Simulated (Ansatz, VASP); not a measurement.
**Cross-check of HfO2 between VASP and Ansatz**

Wanted: the spread between two codes on one cell, functional and k mesh. Of the first pair: The structure shown is the start of the Ansatz relaxation below; VASP solves that cell, so the two are compared at the walk's first step.

Program: Ansatz 0.2.0. Level of theory: plane waves, with VASP 6.6.1 beside it; single point at LDA. Results are calculated unless marked as measured.

### Step 1. Set-up

The structure is monoclinic, space group P2_1/c (No. 14). The conventional cell has a = 5.081 Å, b = 5.175 Å, c = 5.251 Å, α = 90.00°, β = 99.58°, γ = 90.00°. Nearest to O lie 4 Hf at 2.13 to 2.22 Å. O has 3 Hf at 2.04 to 2.14 Å nearest. Hf has 7 O at 2.04 to 2.22 Å nearest. Farther neighbours and most contacts between anions are not listed.

### Step 2. Ansatz: relaxation, LDA

Ansatz runs on its PAW soft_1 files.

The two programs are compared at the cell with which this relaxation starts, whose forces are those of its first step.

File input.yaml:

```yaml
crystal:
  lattice:
    - [5.0812163581, 0.0, -0.0103908923]
    - [0.0, 5.1746766152, 0.0]
    - [-0.8630773145, 0.0, 5.17941489]
  atoms:
    - { symbol: O, position: [0.446266677, 0.7585054787, 0.481260019] }
    - { symbol: O, position: [0.553733323, 0.2585054787, 0.018739981] }
    - { symbol: O, position: [0.553733323, 0.2414945213, 0.518739981] }
    - { symbol: O, position: [0.446266677, 0.7414945213, 0.981260019] }
    - { symbol: O, position: [0.0728902028, 0.3408264668, 0.3377599934] }
    - { symbol: O, position: [0.9271097972, 0.8408264668, 0.1622400066] }
    - { symbol: O, position: [0.9271097972, 0.6591735332, 0.6622400066] }
    - { symbol: O, position: [0.0728902028, 0.1591735332, 0.8377599934] }
    - { symbol: Hf, position: [0.2777668209, 0.0427576002, 0.2083402442] }
    - { symbol: Hf, position: [0.7222331791, 0.5427576002, 0.2916597558] }
    - { symbol: Hf, position: [0.7222331791, 0.9572423998, 0.7916597558] }
    - { symbol: Hf, position: [0.2777668209, 0.4572423998, 0.7083402442] }
kpoints:
  mp_grid: { grid: [4, 4, 4] }
hamiltonian:
  xc: lda
  pseudopotentials: { kind: paw, azcp: { folder: soft_1 }, xc_functional: pbe }
scf:
  occupations: { method: fixed }
output:
  forces: true
  stress: true
  eigenvalues: true
relax:
  adjacent_minimum: "off"
  f_tol: 0.001
  max_steps: 60
  cell: { stress_tol: 0.01, fix: [volume] }
```

Command:

```console
$ ansatz run input.yaml --threads 8 --pin off --max-ram 20480MiB --backend cpu --events-out ev --progress --plain --runs-dir out
```

Numbers of over 12 decimals in the logs are rounded to 6 here.

The program printed:

```text
Engine: ansatz 0.2.0, aarch64-unknown-linux-gnu
Pseudopotentials: kind: paw
Pseudopotential: O, paw, valence charge 6, recommended cutoff 420 eV (normal), soft_1/O.paw.azcp
Pseudopotential: Hf, paw, valence charge 26, recommended cutoff 420 eV (normal), soft_1/Hf.paw.azcp
Functional definition: SPW92
  exchange = slater_x
  correlation = pw_c
Crystal: 12 atoms, lattice volume = 136.139 Å³
Basis set: ecut = 420 eV, 2673 PW (Γ)
Bands: 92, of which v1, the nominal top of the filled ones, is band 76 counted from 1 (75 counted from 0)
Symmetry: 4 space group operations
Space group: P21/c (ITA 14), of the structure as read, at distance tolerance 5.1e-5 Å
k-points: 30 of 64
Non-local potential: O, projectors of the file, l = 0: 2, l = 1: 2, l = 2: 1
Non-local potential: Hf, projectors of the file, l = 0: 3, l = 1: 2, l = 2: 2, l = 3: 3
PAW form: soft (Blöchl's): semilocal exchange-correlation on the pseudo side does not see the compensation charge
PAW frozen core: O, regenerated for the run's functional, and the local potential with it (the file was generated under x = pbe(κ = 0.804, μ = 0.219515), c = pbe(β = 0.066725))
PAW frozen core: Hf, regenerated for the run's functional, and the local potential with it (the file was generated under x = pbe(κ = 0.804, μ = 0.219515), c = pbe(β = 0.066725))
PAW one-centre angular grid: O, 110 points (default); XC on 64 Gauss nodes
PAW one-centre angular grid: Hf, 590 points (default); XC on 64 Gauss nodes
Initial density: superposition of atomic densities (chi_scale 0.1, normalization cell, long waves kept (reshape's long-wave potential 0.02 eV rms))
Initial wavefunctions: pseudopotential atomic-orbital guess
Functional: x = slater, c = lda
SCF iter   1: F=—  HF=-66378.622337 eV  |F-HF|=—  |Δ(HF+E_count)|=         —  Δρ=9.37e-2  dr2=1.00e1  ethr=3.10e-3  ⟨swp⟩=4.1  Hψ=7750  notcnv=0  defer=356
preconditioner: auto → Resta (q_TF=auto, 2.779 Å⁻¹)  ε∞=4.9  [insulator: Δε(μ)=2.902 eV  Ē_g=19.239 eV  n_scr=48 (ndim 8)  ℏωp=38.2 eV  f_vac=0.006  ε∞_Penn≈4.9]
SCF iter   2: F=—  HF=-66376.109795 eV  |F-HF|=—  |Δ(HF+E_count)|=    2.51e0  Δρ=4.13e-2  dr2=2.22e0  ethr=3.10e-3  ⟨swp⟩=2.3  Hψ=5538  notcnv=0  defer=375
SCF iter   3: F=—  HF=-66375.379466 eV  |F-HF|=—  |Δ(HF+E_count)|=   7.30e-1  Δρ=2.22e-2  dr2=7.00e-1  ethr=1.46e-3  ⟨swp⟩=2.0  Hψ=4181  notcnv=0  defer=416
SCF iter   4: F=—  HF=-66375.166889 eV  |F-HF|=—  |Δ(HF+E_count)|=   2.13e-1  Δρ=7.87e-3  dr2=5.95e-2  ethr=4.60e-4  ⟨swp⟩=2.9  Hψ=4853  notcnv=0  defer=417
SCF iter   5: F=—  HF=-66375.185054 eV  |F-HF|=—  |Δ(HF+E_count)|=   1.82e-2  Δρ=3.93e-3  dr2=2.15e-2  ethr=3.92e-5  ⟨swp⟩=2.0  Hψ=4547  notcnv=0  defer=420
SCF iter   6: F=—  HF=-66375.171768 eV  |F-HF|=—  |Δ(HF+E_count)|=   1.33e-2  Δρ=7.97e-4  dr2=8.32e-4  ethr=1.41e-5  ⟨swp⟩=2.0  Hψ=4796  notcnv=0  defer=420
SCF iter   7: F=—  HF=-66375.172735 eV  |F-HF|=—  |Δ(HF+E_count)|=   9.67e-4  Δρ=4.66e-4  dr2=2.55e-4  ethr=5.47e-7  ⟨swp⟩=2.0  Hψ=4833  notcnv=0  defer=417
SCF iter   8: F=—  HF=-66375.172703 eV  |F-HF|=—  |Δ(HF+E_count)|=   3.17e-5  Δρ=1.99e-4  dr2=4.00e-5  ethr=1.68e-7  ⟨swp⟩=2.0  Hψ=4736  notcnv=0  defer=306
SCF iter   9: F=—  HF=-66375.172697 eV  |F-HF|=—  |Δ(HF+E_count)|=   6.29e-6  Δρ=5.94e-5  dr2=4.57e-6  ethr=2.63e-8  ⟨swp⟩=2.0  Hψ=4438  notcnv=0  defer=304
SCF iter  10: F=—  HF=-66375.172697 eV  |F-HF|=—  |Δ(HF+E_count)|=   4.54e-9  Δρ=1.12e-5  dr2=1.95e-7  ethr=3.01e-9  ⟨swp⟩=2.0  Hψ=3699  notcnv=0  defer=304
SCF iter  11: F=-66375.172697 eV  HF=-66375.172697 eV  |F-HF|=5.82e-11  |Δ(HF+E_count)|=   3.16e-8  Δρ=2.64e-6  dr2=1.01e-8  ethr=6.58e-11  ⟨swp⟩=12.4  Hψ=14093  notcnv=0
SCF 1 converged in 11 iterations: F = -66375.172697 eV  dr2 = 1.01e-8
  greatest PAW one-centre occupation: 0.999 electrons in one spin orbital (limit 2), on the Hf atom at site 10 (counted from 0), in its partial waves of l = 3
relax step   1: F+E_penalty+E_count = -66375.17269686 eV  Δ(F+E_penalty+E_count) = +0.000e0 eV  max|allowed force component| = 1.108e-1 eV/Å  Δτ_max = 0.0000 Å  P = -5.074 GPa  Ω = 136.139 Å³  fix = [volume]  reactions: volume -5.074 GPa  (11 SCF iters, dr2 threshold 1.00e-7 eV, accepted)
Initial density: handed on by an earlier stage of this run
Initial wavefunctions: those handed on with the density
iter 1 solved again at ethr=1.86e-6 eV; its pass at ethr=3.10e-3 eV (dr2=2.83e-3 eV) is discarded
SCF iter   1: F=—  HF=-66375.177170 eV  |F-HF|=—  |Δ(HF+E_count)|=         —  Δρ=1.90e-3  dr2=2.71e-3  ethr=1.86e-6  ⟨swp⟩=2.5  Hψ=9930  notcnv=0  defer=420
preconditioner: auto → Resta (q_TF=auto, 2.779 Å⁻¹)  ε∞=5.4  [insulator: Δε(μ)=3.934 eV  Ē_g=18.121 eV  n_scr=48 (ndim 8)  ℏωp=38.2 eV  f_vac=0.069  ε∞_Penn≈5.4]
SCF iter   2: F=—  HF=-66375.176557 eV  |F-HF|=—  |Δ(HF+E_count)|=   6.13e-4  Δρ=8.89e-4  dr2=4.75e-4  ethr=1.78e-6  ⟨swp⟩=2.1  Hψ=4360  notcnv=0  defer=420
[...]
preconditioner: auto → Resta (q_TF=auto, 2.779 Å⁻¹)  ε∞=5.4  [insulator: Δε(μ)=3.918 eV  Ē_g=18.132 eV  n_scr=48 (ndim 8)  ℏωp=38.2 eV  f_vac=0.071  ε∞_Penn≈5.4]
SCF iter   2: F=—  HF=-66375.183571 eV  |F-HF|=—  |Δ(HF+E_count)|=   1.76e-6  Δρ=3.32e-6  dr2=1.38e-9  ethr=2.98e-12  ⟨swp⟩=4.6  Hψ=8646  notcnv=0  defer=325
SCF iter   3: F=—  HF=-66375.183571 eV  |F-HF|=—  |Δ(HF+E_count)|=   7.77e-9  Δρ=5.32e-7  dr2=2.11e-10  ethr=1.00e-12  ⟨swp⟩=2.3  Hψ=4014  notcnv=0  defer=325
SCF iter   4: F=—  HF=-66375.183571 eV  |F-HF|=—  |Δ(HF+E_count)|=  2.91e-11  Δρ=1.66e-7  dr2=3.96e-11  ethr=1.00e-12  ⟨swp⟩=2.8  Hψ=4054  notcnv=0  defer=325
SCF iter   5: F=—  HF=-66375.183571 eV  |F-HF|=—  |Δ(HF+E_count)|=    0.00e0  Δρ=1.11e-7  dr2=1.29e-11  ethr=1.00e-12  ⟨swp⟩=1.0  Hψ=2455  notcnv=0  defer=325
SCF iter   6: F=—  HF=-66375.183571 eV  |F-HF|=—  |Δ(HF+E_count)|=  1.46e-11  Δρ=6.77e-8  dr2=4.81e-12  ethr=1.00e-12  ⟨swp⟩=13.8  Hψ=17057  notcnv=0
SCF iter   7: F=-66375.183571 eV  HF=-66375.183571 eV  |F-HF|=1.46e-11  |Δ(HF+E_count)|=    0.00e0  Δρ=1.12e-8  dr2=1.29e-13  ethr=1.00e-12  ⟨swp⟩=6.0  Hψ=12948  notcnv=0
SCF 9 converged in 7 iterations: F = -66375.183571 eV  dr2 = 1.29e-13
relax step   9: F+E_penalty+E_count = -66375.18357117 eV  Δ(F+E_penalty+E_count) = +7.613e-6 eV  max|allowed force component| = 3.606e-4 eV/Å  Δτ_max = 0.0000 Å  P = -3.911 GPa  Ω = 136.139 Å³  fix = [volume]  reactions: volume -3.911 GPa  stress off target by 3.69e-3 GPa on what of the cell is left free  SCF on the basis re-selected at this cell (its energy is not comparable with the rows above)  (7 SCF iters)
basis re-selected at this cell: Δ(F+E_penalty+E_count) = +7.613e-6 eV, ΔP = -0.000 GPa vs the last step (what re-selecting the basis moved, of the pressure what is left beyond the Pulay correction that the steps carried, after the strain that the cell walked since its last selection, with what the two solves' SCF thresholds leave and, on support functions, any second-order correction that the steps lacked; it is no m [...]
SCF converged after 7 iterations
Free energy (F): -66375.183571 eV
Harris-Foulkes:  -66375.183571 eV  (|F-HF|=1.46e-11)
Internal energy: -66375.183571 eV  (E = F + TS)
E sigma→0 (E₀):  -66375.183571 eV
Fermi energy:    12.884336 eV
--- Per-component energies (eV) ---
  E_band       = -172.865089
  E_kinetic    = 2969.468756
  E_local      = -29469.591500  (includes V_loc(G=0)·N_el)
  E_nonlocal   = 748.210470
  E_hartree    = 13983.882622
  E_xc         = -1620.764609
  E_vxc        = -1744.301448  (∫ρ·V_xc dr)
  E_paw        = -31045.349468  (= ΣΔE_a)
  E_vpaw       = -644.423302  (= ΣTr[D̂ρ^β])
  E_aug_tail   = 0.006669  (compensation charges beyond the density's cutoff)
  E_ewald      = -21951.650234
  E_core_change = 10.603724  (= ΣΔE_core)
  E_smearing   = -0.000000  (= −TS)
  E_closure    = 0.000000  (closes the sum)
  Σ components = -66375.183571   (vs F -66375.183571, Δ=0.00e0)
--- Forces (eV/Å), atoms counted from 1 ---
  atom   1  O      0.00036062    -0.00007238     0.00004027
  atom   2  O     -0.00036062    -0.00007238    -0.00004027
  atom   3  O     -0.00036062     0.00007238    -0.00004027
  atom   4  O      0.00036062     0.00007238     0.00004027
  atom   5  O      0.00004537    -0.00014786     0.00010235
  atom   6  O     -0.00004537    -0.00014786    -0.00010235
  atom   7  O     -0.00004537     0.00014786    -0.00010235
  atom   8  O      0.00004537     0.00014786     0.00010235
  atom   9  Hf    -0.00015884    -0.00008881    -0.00003421
  atom  10  Hf     0.00015884    -0.00008881     0.00003421
  atom  11  Hf     0.00015884     0.00008881     0.00003421
  atom  12  Hf    -0.00015884     0.00008881    -0.00003421
  max |Σ_I F_I| component: 1.36e-20 eV/Å
--- Stress (GPa, compression-positive) ---
       -3.915070       0.000000       0.000692
        0.000000      -3.908916       0.000000
        0.000692       0.000000      -3.910470
  P = ⅓ Tr σ = -3.9115 GPa (-39.115 kbar)
--- Band table (eV; the first three rows and the last of 30) ---
  k-point 0: bands = [... 72 lower, 12.3274, 12.3334, 12.6923, 12.8843, 17.3173, 17.8798, 17.9663, 18.3240, ... 12 higher]
  k-point 1: bands = [... 72 lower, 12.0466, 12.2691, 12.4995, 12.6509, 17.3890, 17.6924, 17.9013, 18.3733, ... 12 higher]
  k-point 2: bands = [... 72 lower, 12.0170, 12.0170, 12.3643, 12.3643, 17.5278, 17.5278, 18.0405, 18.0405, ... 12 higher]
  k-point 29: bands = [... 72 lower, 11.8074, 11.8074, 12.1460, 12.1460, 17.2849, 17.2849, 18.0317, 18.0317, ... 12 higher]
--- Relaxed structure (7 steps of the walk, 7 accepted, 2 SCFs on fresh bases) ---
  F+E_penalty+E_count = -66375.18357117 eV   max|allowed force component| = 3.606e-4 eV/Å   (the final SCF, on the basis selected at the relaxed cell)
  cell:  # Å, volume = 136.1393 Å³
    - [5.090083, -2.8401274501356427e-18, -0.023182]
    - [-2.8850698475281763e-18, 5.149688, 3.568220689119456e-18]
    - [-0.877584, 4.0526848851926525e-18, 5.197709]
  atoms:
    - { symbol: O, position: [0.448584, 0.757444, 0.478854] }
    - { symbol: O, position: [0.551416, 0.257444, 0.021146] }
    - { symbol: O, position: [0.551416, 0.242556, 0.521146] }
    - { symbol: O, position: [0.448584, 0.742556, 0.978854] }
    - { symbol: O, position: [0.068139, 0.331718, 0.345787] }
    - { symbol: O, position: [0.931861, 0.831718, 0.154213] }
    - { symbol: O, position: [0.931861, 0.668282, 0.654213] }
    - { symbol: O, position: [0.068139, 0.168282, 0.845787] }
    - { symbol: Hf, position: [0.276950, 0.043394, 0.208303] }
    - { symbol: Hf, position: [0.723050, 0.543394, 0.291697] }
    - { symbol: Hf, position: [0.723050, 0.956606, 0.791697] }
    - { symbol: Hf, position: [0.276950, 0.456606, 0.708303] }
```

In the SCF lines HF is the Harris–Foulkes energy and dr2 the Hartree energy of the density residual, in eV; the loop may stop once dr2 is under the threshold and the program's other checks hold. Hψ counts applications of the Hamiltonian.

(Continued in part 2 of 3.)

[Lines on the potential files, build, host, timing and source positions are cut from VASP's logs without a mark.]

[Logs are printed without paths, hosts, clocks, repeated set-up lines and the standing remarks that a program may print on its own settings, such as how far it seeks lower states.]

[Hosts, paths, dates, database ids (printed as entryN), source tags and the programs' standing remarks are cut or masked in the printed files.]
